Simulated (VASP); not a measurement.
## PbF2 (Fluorocronite): the band gap, functional by functional

How does the band gap of PbF2 (Fluorocronite) depend on the functional? The starting structure is a measured crystal structure from the Crystallography Open Database. Cell and atoms stay as given. Meshes and data sets differ where the inputs say so.

Main program and level: VASP 6.6.1; Kohn-Sham DFT with plane waves and PAW; 9 levels of theory, named at each step.

The database entry behind the starting cell differs from later determinations by our own check (about 0.2 % short, mineral), so it need not match the best structure at ambient conditions.

## Step 1: The starting structure

It takes space group Fm-3m (No. 225, cubic). Conventional cell: a = 5.931 Å, b = 5.931 Å, c = 5.931 Å, α = 90.00°, β = 90.00°, γ = 90.00°. Pb has 8 F at 2.57 Å nearest. Nearest to F lie 4 Pb at 2.57 Å. Farther neighbours and most contacts between anions are not listed.

Coordinates:

```cif
data_structure
_symmetry_space_group_name_H-M 'Fm-3m'
_symmetry_Int_Tables_number 225
_cell_length_a 5.9306
_cell_length_b 5.9306
_cell_length_c 5.9306
_cell_angle_alpha 90.000
_cell_angle_beta 90.000
_cell_angle_gamma 90.000
_cell_volume 208.59
loop_
_atom_site_label
_atom_site_type_symbol
_atom_site_symmetry_multiplicity
_atom_site_Wyckoff_symbol
_atom_site_fract_x
_atom_site_fract_y
_atom_site_fract_z
_atom_site_occupancy
Pb1 Pb 4 a 0.00000 0.00000 0.00000 1
F1 F 8 c 0.25000 0.25000 0.75000 1
```

## Step 2: Bands with LDA

LDA, the lowest rung, knows the local density alone.

INCAR

```
SYSTEM = PbF2
PREC = Accurate
ENCUT = 460
EDIFF = 1E-06
NELM = 100
ISMEAR = 0
SIGMA = 0.03
LREAL = .FALSE.
ALGO = Normal
GGA = CA
NBANDS = 27
LORBIT = 11
LWAVE = .FALSE.
LCHARG = .FALSE.
KPAR = 4
LASPH = .TRUE.
```

POSCAR

```
PbF2
1.0
    0.0000000000      2.9653000000      2.9653000000
    2.9653000000      0.0000000000      2.9653000000
    2.9653000000      2.9653000000      0.0000000000
Pb F
1 2
Direct
    0.0000000000      0.0000000000      0.0000000000
    0.7500000000      0.7500000000      0.7500000000
    0.2500000000      0.2500000000      0.2500000000
```

KPOINTS

```
Automatic mesh
0
Gamma
6 6 6
0 0 0
```

KPOINTS_OPT

```
Line mode
10
Line-mode
Reciprocal
  0.00000000   0.00000000   0.00000000 GAMMA
  0.50000000   0.00000000   0.50000000 X

  0.50000000   0.00000000   0.50000000 X
  0.50000000   0.25000000   0.75000000 W

  0.50000000   0.25000000   0.75000000 W
  0.37500000   0.37500000   0.75000000 K

  0.37500000   0.37500000   0.75000000 K
  0.00000000   0.00000000   0.00000000 GAMMA

  0.00000000   0.00000000   0.00000000 GAMMA
  0.50000000   0.50000000   0.50000000 L

  0.50000000   0.50000000   0.50000000 L
  0.62500000   0.25000000   0.62500000 U

  0.62500000   0.25000000   0.62500000 U
  0.50000000   0.25000000   0.75000000 W

  0.50000000   0.25000000   0.75000000 W
  0.50000000   0.50000000   0.50000000 L

  0.50000000   0.50000000   0.50000000 L
  0.37500000   0.37500000   0.75000000 K

  0.62500000   0.25000000   0.62500000 U
  0.50000000   0.00000000   0.50000000 X
```

Potentials, in the order of the species: Pb_d and F (LDA family, release 64).

Command:

```console
> mpirun -np 4 vasp_std
```

The log of the run:

```text
[banner, memory and clock lines left out]
running    4 mpi-ranks, on    1 nodes
 distrk:  each k-point on    1 cores,    4 groups
 distr:  one band on    1 cores,    1 groups

 POSCAR found type information on POSCAR PbF
 POSCAR found :  2 types and       3 ions
 LDA part: xc-table for (Slater(with rela. corr.)+CA(PZ))
 , standard interpolation
 POSCAR, INCAR and KPOINTS ok, starting setup
 FFT: planning ... GRIDC
 FFT: planning ... GRID_SOFT
 FFT: planning ... GRID
 WAVECAR not read
 entering main loop
       N       E                     dE             d eps       ncg     rms          rms(c)
DAV:   1     0.258392243680E+03    0.25839E+03   -0.13034E+04   896   0.108E+03
DAV:   2     0.342046760677E+01   -0.25497E+03   -0.23678E+03   951   0.328E+02
DAV:   3    -0.172448849828E+02   -0.20665E+02   -0.20464E+02   982   0.101E+02
DAV:   4    -0.177152603077E+02   -0.47038E+00   -0.47008E+00   986   0.159E+01
DAV:   5    -0.177298245698E+02   -0.14564E-01   -0.14563E-01  1147   0.286E+00    0.745E+00
DAV:   6    -0.159981967604E+02    0.17316E+01   -0.65397E+00  1263   0.174E+01    0.269E+00
DAV:   7    -0.159549943609E+02    0.43202E-01   -0.37355E-01   950   0.308E+00    0.148E+00
DAV:   8    -0.159223122743E+02    0.32682E-01   -0.10939E-01  1049   0.258E+00    0.542E-01
DAV:   9    -0.159189307750E+02    0.33815E-02   -0.13670E-02  1017   0.697E-01    0.914E-02
DAV:  10    -0.159192427437E+02   -0.31197E-03   -0.65354E-04   955   0.251E-01    0.394E-02
DAV:  11    -0.159191931205E+02    0.49623E-04   -0.81475E-05  1050   0.767E-02    0.145E-02
DAV:  12    -0.159191898304E+02    0.32901E-05   -0.19794E-05  1089   0.430E-02    0.478E-03
DAV:  13    -0.159191902945E+02   -0.46415E-06   -0.17314E-06   947   0.824E-03
   1 F= -.15919190E+02 E0= -.15919190E+02  d E =-.684343E-16
 Start KPOINTS_OPT (optional k-point list driver)
k-point batch [1-16\100]
       N       E                     dE             ncg
DAV:   1     0.105115740057E+04   -0.91184E+04      904
DAV:   2    -0.311042053821E+04   -0.41616E+04      933
DAV:   3    -0.349868766310E+04   -0.38827E+03      977
DAV:   4    -0.350881181062E+04   -0.10124E+02     1080
DAV:   5    -0.350911548558E+04   -0.30367E+00     1142
DAV:   6    -0.350912841046E+04   -0.12925E-01     1136
DAV:   7    -0.350912902586E+04   -0.61540E-03     1176
DAV:   8    -0.350912903667E+04   -0.10805E-04     1013
DAV:   9    -0.350912903682E+04   -0.15420E-06      664
[...]
k-point batch [97-100\100]
       N       E                     dE             ncg
DAV:   1     0.109324815619E+05   -0.34450E+04      227
DAV:   2     0.991913965748E+04   -0.10133E+04      235
DAV:   3     0.982105163419E+04   -0.98088E+02      240
DAV:   4     0.981854170264E+04   -0.25099E+01      304
DAV:   5     0.981846912292E+04   -0.72580E-01      288
DAV:   6     0.981846637400E+04   -0.27489E-02      306
DAV:   7     0.981846619290E+04   -0.18110E-03      304
DAV:   8     0.981846619229E+04   -0.61397E-06      266
```

The job ended after 19 s (4 MPI ranks of AMD EPYC 7R43, shared host; peak memory 0.52 GiB; 76 s of CPU time).

Lines that name or quote the potential files are left out of all logs, and their timing lines are given in words.

From OUTCAR (step 2):

```text
ion  position               nearest neighbor table
   1  0.000  0.000  0.000-   2 2.57   3 2.57   2 2.57   2 2.57   2 2.57   3 2.57   3 2.57   3 2.57

  LATTYP: Found a face centered cubic cell.
 ALAT       =     5.9306000000

 Subroutine GETGRP returns: Found 48 space group operations
 (whereof 48 operations were pure point group operations)

The static configuration has the point symmetry O_h .

 Found     16 irreducible k-points:

   k-points           NKPTS =     16   k-points in BZ     NKDIM =     16   number of bands    NBANDS=     27

   dimension x,y,z NGX =    30 NGY =   30 NGZ =   30
   dimension x,y,z NGXF=    60 NGYF=   60 NGZF=   60

   ENCUT  =  460.0 eV  33.81 Ry    5.81 a.u.   7.33  7.33  7.33*2*pi/ulx,y,z

   NELECT =      28.0000    total number of electrons

 k-points in reciprocal lattice and weights: Automatic mesh
   0.00000000  0.00000000  0.00000000       0.005
   0.16666667  0.00000000  0.00000000       0.037
   0.33333333  0.00000000  0.00000000       0.037
   0.50000000  0.00000000  0.00000000       0.019
   0.16666667  0.16666667  0.00000000       0.028
   0.33333333  0.16666667  0.00000000       0.111
   0.50000000  0.16666667  0.00000000       0.111
  -0.33333333  0.16666667  0.00000000       0.111
  -0.16666667  0.16666667  0.00000000       0.056
[...]
-0.33333333  0.33333333  0.16666667       0.111
  -0.33333333  0.50000000  0.16666667       0.056

 average (electrostatic) potential at core
       1 -93.2998       2 -75.2954       3 -75.2954

 E-fermi :   1.6286

 k-point     1 :       0.0000    0.0000    0.0000
  band No.  band energies     occupation
    ...
     10      -1.0143      2.00000
     11      -1.0143      2.00000
     12      -0.5090      2.00000
     13      -0.5090      2.00000
     14      -0.5090      2.00000
     15       8.0551      0.00000
     16       8.0551      0.00000
     17       8.0551      0.00000
     18      11.7391      0.00000
     19      16.3118      0.00000
    ...

 k-point     2 :       0.1667    0.0000    0.0000
  band No.  band energies     occupation
    ...
     10      -1.0700      2.00000
     11      -1.0700      2.00000
     12      -0.5523      2.00000
     13      -0.5523      2.00000
     14       0.1442      2.00000
     15       7.2325      0.00000
     16       8.2811      0.00000
     17       8.2811      0.00000
     18      13.1653      0.00000
     19      15.6742      0.00000
    ...

 k-point     3 :       0.3333    0.0000    0.0000
  band No.  band energies     occupation
    ...
     10      -1.1796      2.00000
     11      -1.1796      2.00000
     12      -0.6377      2.00000
     13      -0.6377      2.00000
     14       1.0634      2.00000
     15       6.4873      0.00000
     16       8.7444      0.00000
     17       8.7444      0.00000
     18      14.3158      0.00000
     19      15.0654      0.00000
    ...

  Total       -1.9050562     -1.9050562     -1.9050562     -0.0000000     -0.0000000      0.0000000
  in kB      -58.5305305    -58.5305305    -58.5305305     -0.0000000     -0.0000000      0.0000000
  external PRESSURE =     -58.5305305 kB  Pullay stress =       0.0000000 kB

  energy-cutoff  :      460.00
  volume of cell :       52.15
      direct lattice vectors                 reciprocal lattice vectors
     0.000000000  2.965300000  2.965300000    -0.168617003  0.168617003  0.168617003
     2.965300000  0.000000000  2.965300000     0.168617003 -0.168617003  0.168617003
     2.965300000  2.965300000  0.000000000     0.168617003  0.168617003 -0.168617003

 POSITION                                       TOTAL-FORCE (eV/Angst)
 -----------------------------------------------------------------------------------
      0.00000      0.00000      0.00000        -0.000000      0.000000      0.000000
      4.44795      4.44795      4.44795        -0.000000      0.000000     -0.000000
      1.48265      1.48265      1.48265         0.000000     -0.000000      0.000000
 -----------------------------------------------------------------------------------
    total drift:                                0.000000     -0.000000      0.000000

  FREE ENERGIE OF THE ION-ELECTRON SYSTEM (eV)
  ---------------------------------------------------
  free  energy   TOTEN  =       -15.9191902945 eV

  energy  without entropy=      -15.9191902945  energy(sigma->0) =      -15.91919029

 total charge
# of ion       s       p       d       tot
------------------------------------------
    1        1.543   0.297   9.859  11.699
    2        1.743   4.301   0.000   6.044
    3        1.743   4.301   0.000   6.044
--------------------------------------------------
tot          5.030   8.898   9.859  23.786

[... 3 further parts left out ...]
```

Spin-orbit coupling is off here; with elements this heavy it can split and shift levels by tenths of an eV, and by up to about 1 eV where a band edge is a 6p state. At this level the cell is under a tension of 5.9 GPa, so at these settings it is away from equilibrium.

LDA gives a least gap of 4.224 eV, and a least direct gap of 4.382 eV.

## Step 3: Bands with PBE

PBE, the usual starting point, adds the gradient of the density.

Changes to INCAR since step 2:

```diff
@@ -9,3 +9,3 @@
 ALGO = Normal
-GGA = CA
+GGA = PE
 NBANDS = 27
```

POSCAR is that of step 2.

KPOINTS is that of step 2.

KPOINTS_OPT is that of step 2.

The projector-augmented-wave data sets are Pb_d and F (PBE family, release 64).

Command:

```console
> mpirun -np 4 vasp_std
```

The log of the run:

```text
[banner, memory and clock lines left out]
running    4 mpi-ranks, on    1 nodes
[...]
LDA part: xc-table for (Slater+PW92), standard interpolation
 POSCAR, INCAR and KPOINTS ok, starting setup
[...]
entering main loop
       N       E                     dE             d eps       ncg     rms          rms(c)
DAV:   1     0.262356039820E+03    0.26236E+03   -0.13075E+04   896   0.108E+03
DAV:   2     0.536581735526E+01   -0.25699E+03   -0.23899E+03   935   0.331E+02
DAV:   3    -0.157681281319E+02   -0.21134E+02   -0.20927E+02   982   0.102E+02
DAV:   4    -0.162526376977E+02   -0.48451E+00   -0.48418E+00   997   0.162E+01
[...]
DAV:  11    -0.143414106898E+02    0.34476E-04   -0.11796E-04   983   0.839E-02    0.110E-02
DAV:  12    -0.143414213765E+02   -0.10687E-04   -0.30482E-05   939   0.422E-02    0.753E-03
DAV:  13    -0.143414210157E+02    0.36079E-06   -0.49413E-06   957   0.199E-02
   1 F= -.14341421E+02 E0= -.14341421E+02  d E =-.117521E-27
 Start KPOINTS_OPT (optional k-point list driver)
k-point batch [1-16\100]
       N       E                     dE             ncg
DAV:   1     0.123494972931E+04   -0.89346E+04      904
DAV:   2    -0.296502201911E+04   -0.42000E+04      933
DAV:   3    -0.336238654399E+04   -0.39736E+03      980
DAV:   4    -0.337279533780E+04   -0.10409E+02     1080
DAV:   5    -0.337311272661E+04   -0.31739E+00     1142
DAV:   6    -0.337312447256E+04   -0.11746E-01     1136
DAV:   7    -0.337312505555E+04   -0.58299E-03     1203
DAV:   8    -0.337312505891E+04   -0.33537E-05      978
DAV:   9    -0.337312505896E+04   -0.56880E-07      683
[...]
k-point batch [97-100\100]
       N       E                     dE             ncg
DAV:   1     0.109794050345E+05   -0.33981E+04      227
DAV:   2     0.995551688916E+04   -0.10239E+04      235
DAV:   3     0.985522389793E+04   -0.10029E+03      240
DAV:   4     0.985262909735E+04   -0.25948E+01      304
DAV:   5     0.985255251997E+04   -0.76577E-01      296
DAV:   6     0.985254990435E+04   -0.26156E-02      314
DAV:   7     0.985254975757E+04   -0.14678E-03      304
DAV:   8     0.985254975702E+04   -0.54722E-06      247
```

Wall time 21 s (4 MPI ranks); peak memory 0.63 GiB.

Parts of OUTCAR (step 3):

```text
  Total        0.3671004      0.3671004      0.3671004     -0.0000000      0.0000000      0.0000000
  in kB       11.2787140     11.2787140     11.2787140     -0.0000000      0.0000000      0.0000000
  external PRESSURE =      11.2787140 kB  Pullay stress =       0.0000000 kB

 POSITION                                       TOTAL-FORCE (eV/Angst)
 -----------------------------------------------------------------------------------
      0.00000      0.00000      0.00000        -0.000000     -0.000000     -0.000000
      4.44795      4.44795      4.44795        -0.000000     -0.000000     -0.000000
      1.48265      1.48265      1.48265         0.000000      0.000000      0.000000
 -----------------------------------------------------------------------------------
    total drift:                                0.000000     -0.000000      0.000000

  FREE ENERGIE OF THE ION-ELECTRON SYSTEM (eV)
  ---------------------------------------------------
  free  energy   TOTEN  =       -14.3414210157 eV

  energy  without entropy=      -14.3414210157  energy(sigma->0) =      -14.34142102

[... 2 parts as in an earlier step ...]

[... 1 further part left out ...]
[key lines of the parts left out:]
E-fermi :   2.0727
```

PBE gives a least gap of 4.420 eV, and a least direct gap of 4.566 eV. The least gap is +0.195 eV from that of LDA.

## Step 4: Bands with r2SCAN

r2SCAN adds the kinetic-energy density, costs more than a GGA and is run with LASPH.

Changes to INCAR since step 3:

```diff
@@ -9,3 +9,4 @@
 ALGO = Normal
-GGA = PE
+METAGGA = R2SCAN
+LASPH = .TRUE.
 NBANDS = 27
@@ -15,2 +16 @@
 KPAR = 4
-LASPH = .TRUE.
```

POSCAR is that of step 3.

KPOINTS is that of step 3.

KPOINTS_OPT is that of step 3.

Command:

```console
> mpirun -np 4 vasp_std
```

The log of the run:

```text
[banner, memory and clock lines left out]
running    4 mpi-ranks, on    1 nodes
[...]
|                                                                             |
|               ----> ADVICE to this user running VASP <----                  |
|                                                                             |
|     You enforced a specific xc type in the INCAR file but a different       |
|     [... a line on the potential file left out ...]
|     I HOPE YOU KNOW WHAT YOU ARE DOING!                                     |
|                                                                             |

 LDA part: xc-table for (None), standard interpolation
 POSCAR, INCAR and KPOINTS ok, starting setup
[...]
entering main loop
       N       E                     dE             d eps       ncg     rms          rms(c)
DAV:   1     0.204353108802E+03    0.20435E+03   -0.13273E+04   896   0.110E+03
DAV:   2    -0.587324389682E+02   -0.26309E+03   -0.24329E+03   951   0.335E+02
[...]
1 F= -.70170623E+02 E0= -.70170623E+02  d E =-.787097E-37
 Start KPOINTS_OPT (optional k-point list driver)
k-point batch [1-16\100]
       N       E                     dE             ncg
DAV:   1     0.109501024283E+04   -0.90746E+04      888
DAV:   2    -0.330447585459E+04   -0.43995E+04      935
DAV:   3    -0.371222450112E+04   -0.40775E+03     1008
DAV:   4    -0.372260137236E+04   -0.10377E+02     1056
DAV:   5    -0.372292428804E+04   -0.32292E+00     1188
DAV:   6    -0.372293493537E+04   -0.10647E-01     1098
DAV:   7    -0.372293543708E+04   -0.50171E-03     1249
DAV:   8    -0.372293545021E+04   -0.13130E-04      919
DAV:   9    -0.372293545030E+04   -0.85196E-07      695
[...]
k-point batch [97-100\100]
       N       E                     dE             ncg
DAV:   1     0.109263647668E+05   -0.34511E+04      227
DAV:   2     0.986802665555E+04   -0.10583E+04      235
DAV:   3     0.976774634831E+04   -0.10028E+03      243
DAV:   4     0.976526175769E+04   -0.24846E+01      304
DAV:   5     0.976518707021E+04   -0.74687E-01      293
DAV:   6     0.976518441835E+04   -0.26519E-02      304
DAV:   7     0.976518419448E+04   -0.22388E-03      312
DAV:   8     0.976518419162E+04   -0.28597E-05      288
DAV:   9     0.976518419160E+04   -0.15814E-07      184
```

It took 78 s on 4 MPI ranks; peak memory 0.66 GiB.

Parts of OUTCAR (step 4):

```text
  Total       -0.5517224     -0.5517224     -0.5517224      0.0000000     -0.0000000      0.0000000
  in kB      -16.9509999    -16.9509999    -16.9509999      0.0000000     -0.0000000      0.0000000
  external PRESSURE =     -16.9509999 kB  Pullay stress =       0.0000000 kB

 POSITION                                       TOTAL-FORCE (eV/Angst)
 -----------------------------------------------------------------------------------
      0.00000      0.00000      0.00000        -0.000000      0.000000      0.000000
      4.44795      4.44795      4.44795        -0.000000     -0.000000     -0.000000
      1.48265      1.48265      1.48265         0.000000     -0.000000      0.000000
 -----------------------------------------------------------------------------------
    total drift:                                0.000000     -0.000000      0.000000

  FREE ENERGIE OF THE ION-ELECTRON SYSTEM (eV)
  ---------------------------------------------------
  free  energy   TOTEN  =       -70.1706228006 eV

  energy  without entropy=      -70.1706228006  energy(sigma->0) =      -70.17062280

[... 2 parts as in an earlier step ...]

[... 1 further part left out ...]
[key lines of the parts left out:]
E-fermi :   1.7244
```

r2SCAN gives a least gap of 4.935 eV, and a least direct gap of 5.078 eV. The least gap is +0.710 eV from that of LDA.

(Continued in part 2 of 3.)

[Lines on the potential files, build, host, timing and source positions are cut from VASP's logs without a mark.]

[Logs are printed without paths, hosts, clocks, repeated set-up lines and the standing remarks that a program may print on its own settings, such as how far it seeks lower states.]

[Hosts, paths, dates, database ids (printed as entryN), source tags and the programs' standing remarks are cut or masked in the printed files.]
